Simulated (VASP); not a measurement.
Energy against volume of CoSi$_{2}$ (fluorite). Level of theory: AM05 GGA, VASP's PBE PAW potentials (set 64) (plane waves; VASP 6.6.1). Numerical set-up: 520 eV cut-off, 10×10×10 Γ-centred mesh, first-order Methfessel-Paxton smearing of 0.10 eV, potentials Co Si.

| V (Å³/atom) | E (eV/atom) |
|---|---|
| 12.057 | -6.83929 |
| 12.430 | -6.84662 |
| 12.803 | -6.84005 |
| 13.176 | -6.82173 |

Q: Fit these four points and predict the energy of the run at 11.684 Å³/atom.

A: A cubic in V^(−2/3), the third-order Birch-Murnaghan form, passes through the four points with V0 = 12.43 Å³/atom and B0 = 199 GPa, and gives -6.8155 eV/atom there. The run gave -6.8156 eV/atom, -0.1 meV/atom from the fit; all five points give B0 = 198 GPa.

The compound is CoSi2 in the fluorite structure. It was relaxed first. The run is not spin-polarised, so no magnetic state was tried.
